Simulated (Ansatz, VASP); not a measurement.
# AlSiGeN: VASP beside Ansatz, part 2 of 2

Wanted: the spread between two codes on one cell, functional and k mesh. The cell is invented: As first built, before any earlier steps moved the atoms (in the runner's words): it takes the AlSiCN structure with some of its atoms replaced by other elements, volume scaled by an estimate. It may not be a known or stable phase. The cell is taken from a series of VASP runs on this material, whose earlier steps may have relaxed, scaled or displaced it; both programs get it as it stands.

VASP 6.6.1 and Ansatz 0.2.0.

So far. Step 2 (VASP: band structure, PBEsol with D4): The run ends at a pressure of 0.01 GPa, with forces up to 0.0043 eV/Å.

## Step 5: VASP: band structure, r2SCAN

Level of this step: r2SCAN; plane waves and PAW (Ge_d, Si, Al, N); invented cell (VASP).

With cell and atoms fixed, the geometry can't cause a difference; cores, projectors, grids and the points listed under the comparison can.

Input file INCAR:

```
SYSTEM = AlSiGeN
PREC = Accurate
ENCUT = 520
EDIFF = 1E-06
NELM = 100
ISMEAR = 0
SIGMA = 0.05
LREAL = .FALSE.
ALGO = Normal
METAGGA = R2SCAN
LASPH = .TRUE.
LORBIT = 11
LWAVE = .FALSE.
LCHARG = .FALSE.
KPAR = 2
```

Input file POSCAR:

```
AlSiGeN
1.0
    3.4936646150     -0.0000000340      0.0000000000
   -1.7468328718      3.0256021432      0.0000000000
    0.0000000000      0.0000000000      5.7798579390
Ge Si Al N
1 1 1 1
Direct
    0.6666666700      0.3333333300      0.1248462710
    0.0000000000      0.0000000000      0.9429116601
    0.6666666700      0.3333333300      0.5528121568
    0.0000000000      0.0000000000      0.6294299119
```

Input file KPOINTS:

```
Automatic mesh
0
Gamma
7 7 4
0 0 0
```

Input file KPOINTS_OPT:

```
Line mode
16
Line-mode
Reciprocal
  0.00000000   0.00000000   0.00000000 GAMMA
  0.50000000   0.00000000   0.00000000 M

  0.50000000   0.00000000   0.00000000 M
  0.33333333   0.33333333   0.00000000 K

  0.33333333   0.33333333   0.00000000 K
  0.00000000   0.00000000   0.00000000 GAMMA

  0.00000000   0.00000000   0.00000000 GAMMA
  0.00000000   0.00000000   0.50000000 A

  0.00000000   0.00000000   0.50000000 A
  0.50000000   0.00000000   0.50000000 L

  0.50000000   0.00000000   0.50000000 L
  0.33333333   0.33333333   0.50000000 H

  0.33333333   0.33333333   0.50000000 H
  0.00000000   0.00000000   0.50000000 A

  0.50000000   0.00000000   0.50000000 L
  0.50000000   0.00000000   0.00000000 M

  0.33333333   0.33333333   0.00000000 K
  0.33333333   0.33333333   0.50000000 H
```

PAW data sets: Ge_d, Si, Al and N (PBE family, release 64).

Started as:

```console
> mpirun -np 2 vasp_std
```

Numbers of over 12 decimals in the logs are rounded to 6 here.

The log of the run:

```text
[banner, memory and clock lines left out]
running    2 mpi-ranks, on    1 nodes
[...]
[... a notice as in an earlier step ...]

 LDA part: xc-table for (None), standard interpolation
 POSCAR, INCAR and KPOINTS ok, starting setup
[...]
entering main loop
       N       E                     dE             d eps       ncg     rms          rms(c)
DAV:   1     0.155313528870E+03    0.15531E+03   -0.13207E+04  1000   0.296E+03
DAV:   2    -0.192414117310E+02   -0.17455E+03   -0.17050E+03  1016   0.543E+02
DAV:   3    -0.449783242621E+02   -0.25737E+02   -0.25430E+02  1117   0.144E+02
DAV:   4    -0.459740132011E+02   -0.99569E+00   -0.99339E+00  1237   0.298E+01
[...]
DAV:  12    -0.397991501345E+02   -0.14925E-04   -0.98793E-05  1220   0.105E-01    0.163E-02
DAV:  13    -0.397991544925E+02   -0.43580E-05   -0.12531E-05  1080   0.407E-02    0.496E-03
DAV:  14    -0.397991547739E+02   -0.28142E-06   -0.78077E-07   619   0.133E-02
   1 F= -.39799155E+02 E0= -.39799011E+02  d E =-.287852E-03
 Start KPOINTS_OPT (optional k-point list driver)
k-point batch [1-28\144]
       N       E                     dE             ncg
DAV:   1     0.431598738438E+03   -0.17640E+05     1030
DAV:   2    -0.422553479274E+04   -0.46571E+04     1040
DAV:   3    -0.483626628703E+04   -0.61073E+03     1204
DAV:   4    -0.485474763727E+04   -0.18481E+02     1184
DAV:   5    -0.485512391694E+04   -0.37628E+00     1374
DAV:   6    -0.485513387824E+04   -0.99613E-02     1238
DAV:   7    -0.485513455623E+04   -0.67799E-03     1536
DAV:   8    -0.485513455858E+04   -0.23541E-05     1111
DAV:   9    -0.485513455873E+04   -0.14874E-06     1054
[...]
k-point batch [141-144\144]
       N       E                     dE             ncg
DAV:   1     0.232477248690E+05   -0.39509E+04      136
DAV:   2     0.225779301946E+05   -0.66979E+03      144
DAV:   3     0.224898390823E+05   -0.88091E+02      194
DAV:   4     0.224877608126E+05   -0.20783E+01      144
DAV:   5     0.224877128423E+05   -0.47970E-01      175
DAV:   6     0.224877108080E+05   -0.20343E-02      151
DAV:   7     0.224877106545E+05   -0.15347E-03      216
DAV:   8     0.224877106540E+05   -0.50827E-06      164
```

OUTCAR, selected parts (step 5):

```text
  Total        0.7614541      0.7614540      0.4692084     -0.0000001     -0.0000000      0.0000000
  in kB       19.9684388     19.9684364     12.3045617     -0.0000039     -0.0000000      0.0000000
  external PRESSURE =      17.4138123 kB  Pullay stress =       0.0000000 kB

 POSITION                                       TOTAL-FORCE (eV/Angst)
 -----------------------------------------------------------------------------------
      1.74683      1.00853      0.72159         0.000000     -0.000000     -0.155190
      0.00000      0.00000      5.44990        -0.000000      0.000000      0.108926
      1.74683      1.00853      3.19518         0.000000     -0.000000     -0.128140
      0.00000      0.00000      3.63802        -0.000000     -0.000000      0.174404
 -----------------------------------------------------------------------------------
    total drift:                               -0.000007      0.000004     -0.003948

  FREE ENERGIE OF THE ION-ELECTRON SYSTEM (eV)
  ---------------------------------------------------
  free  energy   TOTEN  =       -39.7991547739 eV

  energy  without entropy=      -39.7988669220  energy(sigma->0) =      -39.79901085

[... 2 parts as in an earlier step ...]

[... 1 further part left out ...]
[key lines of the parts left out:]
E-fermi :   7.6852
```

The run ends at a pressure of 1.74 GPa, with forces up to 0.17 eV/Å.

## Step 6: Ansatz: band structure, r2SCAN

The same cell, functional, mesh and smearing now go to Ansatz, which takes its cutoff from its data sets.

The cell is taken from a series of VASP runs on this material, whose earlier steps may have relaxed, scaled or displaced it; both programs get it as it stands.

Input file input.yaml:

```yaml
crystal:
  lattice:
    - [3.493664615, -3.4e-08, 0.0]
    - [-1.7468328718, 3.0256021432, 0.0]
    - [0.0, 0.0, 5.779857939]
  atoms:
    - { symbol: Ge, position: [0.66666667, 0.33333333, 0.124846271] }
    - { symbol: Si, position: [0.0, 0.0, 0.9429116601] }
    - { symbol: Al, position: [0.66666667, 0.33333333, 0.5528121568] }
    - { symbol: "N", position: [0.0, 0.0, 0.6294299119] }
hamiltonian:
  xc: r2scan
  pseudopotentials: { kind: paw }
kpoints:
  mp_grid: { grid: [7, 7, 4] }
  band_path:
    path:
      - [0.0, 0.0, 0.0]
      - [0.13333, 0.0, 0.0]
      - [0.3, 0.0, 0.0]
      - [0.46667, 0.0, 0.0]
      - [0.46667, 0.06667, 0.0]
      - [0.41111, 0.17778, 0.0]
      - [0.35556, 0.28889, 0.0]
      - [0.28889, 0.28889, 0.0]
      - [0.17778, 0.17778, 0.0]
      - [0.06667, 0.06667, 0.0]
      - [0.0, 0.0, 0.03333]
      - [0.0, 0.0, 0.2]
      - [0.0, 0.0, 0.36667]
      - [0.0, 0.0, 0.5]
      - [0.16667, 0.0, 0.5]
      - [0.3, 0.0, 0.5]
      - [0.46667, 0.0, 0.5]
      - [0.46667, 0.06667, 0.5]
      - [0.41111, 0.17778, 0.5]
      - [0.35556, 0.28889, 0.5]
      - [0.28889, 0.28889, 0.5]
      - [0.17778, 0.17778, 0.5]
      - [0.06667, 0.06667, 0.5]
      - [0.5, 0.0, 0.46667]
      - [0.5, 0.0, 0.3]
      - [0.5, 0.0, 0.13333]
      - [0.33333, 0.33333, 0.0]
      - [0.33333, 0.33333, 0.16667]
      - [0.33333, 0.33333, 0.33333]
      - [0.33333, 0.33333, 0.5]
    npoints: 1
scf:
  occupations: { method: gaussian, width: 0.05 }
  n_extra_bands: 8
output:
  forces: true
  stress: true
  eigenvalues: true
```

Started as:

```console
> ansatz run input.yaml --threads 2 --pin off --max-ram 4608MiB --backend cpu --events-out ev --progress --plain --runs-dir out
```

The log of the run:

```text
[...]
Crystal: 4 atoms, lattice volume = 61.096 Å³
Basis set: ecut = 500 eV, 1533 PW (Γ), exchange–correlation on 108×108×180 points (64 copies of the dense FFT grid, shifted against one another)
Bands: 21, of which v1, the nominal top of the filled ones, is band 13 counted from 1 (12 counted from 0)
Symmetry: 6 space group operations
[...]
k-point 0: bands = [... 9 lower, 4.4348, 6.7755, 8.2861, 9.9170, 9.9170, 13.3207, 13.3207, 14.2498, ... 4 higher]
  k-point 1: bands = [... 9 lower, 4.4465, 5.2596, 9.4755, 9.8428, 9.8428, 13.4621, 13.4827, 13.4827, ... 4 higher]
  k-point 2: bands = [... 9 lower, 4.4584, 4.4584, 9.7704, 9.7704, 10.4292, 12.4766, 13.7321, 13.7321, ... 4 higher]
  k-point 27: bands = [... 9 lower, 2.3463, 4.2976, 4.7100, 7.1841, 11.0503, 12.2075, 12.4887, 14.6209, ... 4 higher]
[key lines of the parts left out:]
SCF converged after 7 iterations
Free energy (F): -5868.406623 eV
Fermi energy:    9.475536 eV
P = ⅓ Tr σ = 1.8956 GPa (18.956 kbar)
```

It took 3.8 s on 2 threads of Intel Xeon 6975P-C (Granite Rapids), shared host; peak memory 0.55 GiB; 7.1 s of CPU time.

## Step 7: Comparison

What differs besides the data sets and the points named for the pairs above, as far as they apply: VASP keeps PBE cores, Ansatz makes them for the functional; the cutoff is 500 eV in Ansatz and 520 eV in VASP. Total energies have different zeros and are not compared.

Compared:

| quantity | Ansatz | VASP | difference |
| --- | --- | --- | --- |
| pressure (GPa) | 1.90 | 1.74 | +0.15 |

Forces (eV/Å; atoms numbered as in POSCAR):

| atom | Ansatz x, y, z | VASP x, y, z |
| --- | --- | --- |
| Ge1 | 0.000, 0.000, -0.162 | 0.000, 0.000, -0.155 |
| Si2 | 0.000, 0.000, 0.112 | 0.000, 0.000, 0.109 |
| Al3 | 0.000, 0.000, -0.132 | 0.000, 0.000, -0.128 |
| N4 | 0.000, 0.000, 0.182 | 0.000, 0.000, 0.174 |

The forces differ by 3.4 meV/Å r.m.s., which is 4.0 % of the r.m.s. force of 0.08 eV/Å (both taken over all components). Levels from 3 eV below to 2 eV above the Fermi level differ by 7 meV r.m.s. and 11 meV at most; each VASP level is matched to the nearest of Ansatz, which flatters the figure a little.

## Step 8: Ansatz: single point, PBEsol with D4

With cell and atoms fixed, the geometry can't cause a difference; cores, projectors, grids and the points listed under the comparison can.

The cell is taken from a series of VASP runs on this material, whose earlier steps may have relaxed, scaled or displaced it; both programs get it as it stands.

input.yaml, the sections that differ from step 6:

```yaml
hamiltonian:
  xc: pbesol
  pseudopotentials: { kind: paw }
  dispersion: d4
kpoints:
  mp_grid: { grid: [11, 11, 6] }
scf:
  occupations: { method: gaussian, width: 0.05 }
  n_extra_bands: 5
# crystal, output: as in step 6
```

The log of the run:

```text
[...]
Crystal: 4 atoms, lattice volume = 61.096 Å³
Basis set: ecut = 420 eV, 1189 PW (Γ), exchange–correlation on 48×48×80 points (8 copies of the dense FFT grid, shifted against one another)
Bands: 18, of which v1, the nominal top of the filled ones, is band 13 counted from 1 (12 counted from 0)
Symmetry: 6 space group operations
[...]
k-point 0: bands = [... 9 lower, 4.6936, 6.8706, 7.9424, 9.8335, 9.8335, 12.9426, 12.9426, 13.4813, ... 1 higher]
  k-point 1: bands = [... 9 lower, 4.6993, 5.9961, 8.6541, 9.7970, 9.7970, 13.0169, 13.0169, 13.2879, ... 1 higher]
  k-point 2: bands = [... 9 lower, 4.7109, 4.7109, 9.5156, 9.7255, 9.7255, 12.5249, 13.2162, 13.2162, ... 1 higher]
  k-point 83: bands = [... 9 lower, 2.4453, 4.3861, 4.7581, 7.4124, 10.6311, 11.7446, 11.8544, 13.8997, ... 1 higher]
[key lines of the parts left out:]
SCF converged after 8 iterations
Free energy (F): -5779.880113 eV
Fermi energy:    9.414976 eV
P = ⅓ Tr σ = -0.0021 GPa (-0.021 kbar)
```

Wall time 2.5 s (2 threads); peak memory 0.46 GiB; 4.6 s of CPU time.

The run ends at a pressure of 0.00 GPa, with forces up to 0.12 eV/Å.

## Step 9: VASP: single point, PBEsol with D4

The same cell, functional, mesh and smearing now go to VASP, with its own data sets and cutoff.

Changes to INCAR since step 5:

```diff
@@ -9,4 +9,4 @@
 ALGO = Normal
-METAGGA = R2SCAN
-LASPH = .TRUE.
+GGA = PS
+IVDW = 13
 LORBIT = 11
@@ -15 +15,5 @@
 KPAR = 2
+LOPTICS = .TRUE.
+NEDOS = 1500
+CSHIFT = 0.1
+NBANDS = 45
```

POSCAR is that of step 5.

Input file KPOINTS:

```
Automatic mesh
0
Gamma
11 11 6
0 0 0
```

Started as:

```console
> mpirun -np 2 vasp_std
```

The log of the run:

```text
[banner, memory and clock lines left out]
running    2 mpi-ranks, on    1 nodes
[...]
[... a notice as in an earlier step ...]

 LDA part: xc-table for (Slater+PW92), standard interpolation
 POSCAR, INCAR and KPOINTS ok, starting setup
[...]
entering main loop
       N       E                     dE             d eps       ncg     rms          rms(c)
DAV:   1     0.197934098893E+03    0.19793E+03   -0.95561E+03 11191   0.108E+03
DAV:   2     0.463134124018E+01   -0.19330E+03   -0.17237E+03  8414   0.441E+02
DAV:   3    -0.257966307845E+02   -0.30428E+02   -0.29972E+02  8695   0.672E+01
DAV:   4    -0.267248631116E+02   -0.92823E+00   -0.92723E+00  9016   0.119E+01
[...]
DAV:  11    -0.245400240104E+02   -0.32034E-05   -0.40580E-05 11017   0.388E-02    0.332E-02
DAV:  12    -0.245400289176E+02   -0.49072E-05   -0.61497E-06  8747   0.111E-02    0.707E-03
DAV:  13    -0.245400290529E+02   -0.13537E-06   -0.55509E-07  6505   0.432E-03
   1 F= -.25267834E+02 E0= -.25267390E+02  d E =-.888119E-03
 optical routines
 imaginary and real dielectric function
 recalculating local potential from charge density
 direction            1
 direction            2
 direction            3
```

Parts of OUTCAR (step 9):

```text
  Edisp (eV):   -0.72780

  Total      -0.05270    -0.05270     0.07616     0.00000    -0.00000     0.00000
  in kB      -1.38200    -1.38200     1.99725     0.00000    -0.00000     0.00000
  external pressure =       -0.26 kB  Pullay stress =        0.00 kB

 POSITION                                       TOTAL-FORCE (eV/Angst)
 -----------------------------------------------------------------------------------
      1.74683      1.00853      0.72159        -0.000000     -0.000000      0.063062
      0.00000      0.00000      5.44990         0.000000      0.000000     -0.088943
      1.74683      1.00853      3.19518         0.000000      0.000000      0.002525
      0.00000      0.00000      3.63802        -0.000000     -0.000000      0.023356
 -----------------------------------------------------------------------------------
    total drift:                               -0.000007      0.000005     -0.000261

  FREE ENERGIE OF THE ION-ELECTRON SYSTEM (eV)
  ---------------------------------------------------
  free  energy   TOTEN  =       -25.2678339120 eV

  energy  without entropy=      -25.2669457929  energy(sigma->0) =      -25.26738985

[... 1 part as in an earlier step ...]

[... 2 further parts left out ...]
[key lines of the parts left out:]
E-fermi :   7.6266
```

The intraband (Drude) part is not in this spectrum.

## Step 10: Side by side

Both answers:

| quantity | Ansatz | VASP | difference |
| --- | --- | --- | --- |
| pressure (GPa) | 0.00 | -0.03 | +0.02 |
| pressure without Ansatz's Pulay correction (GPa) | -0.18 | -0.03 | -0.16 |

Forces (eV/Å; atoms numbered as in POSCAR):

| atom | Ansatz x, y, z | VASP x, y, z |
| --- | --- | --- |
| Ge1 | 0.000, 0.000, 0.074 | 0.000, 0.000, 0.063 |
| Si2 | 0.000, 0.000, -0.116 | 0.000, 0.000, -0.089 |
| Al3 | 0.000, 0.000, 0.009 | 0.000, 0.000, 0.003 |
| N4 | 0.000, 0.000, 0.033 | 0.000, 0.000, 0.023 |

The forces differ by 9.2 meV/Å r.m.s., which is 28.6 % of the r.m.s. force of 0.03 eV/Å (both taken over all components). Ansatz's pressure holds a Pulay correction of 0.18 GPa; VASP's holds none.

## Step 11: Summary of results

```yaml
r_m_s_difference_of_levels_near_the_fermi_level_band_structure_pbesol_with_d4: 4.0 meV
r_m_s_force_difference_band_structure_pbesol_with_d4: 8.2 meV/Å
r_m_s_difference_of_levels_near_the_fermi_level_band_structure_r2scan: 7.2 meV
r_m_s_force_difference_single_point_pbesol_with_d4: 9.2 meV/Å
```

In words: The r.m.s. force difference is 9.2 meV/Å (single point, PBEsol with D4), within the 12 meV/Å picked in this series as the mark of a large difference. Such differences can come from data sets, numerical settings and the points named under the comparisons, not from the functional's error against experiment.

[Lines on the potential files, build, host, timing and source positions are cut from VASP's logs without a mark.]

[Logs are printed without paths, hosts, clocks, repeated set-up lines and the standing remarks that a program may print on its own settings, such as how far it seeks lower states.]

[Hosts, paths, dates, database ids (printed as entryN), source tags and the programs' standing remarks are cut or masked in the printed files.]
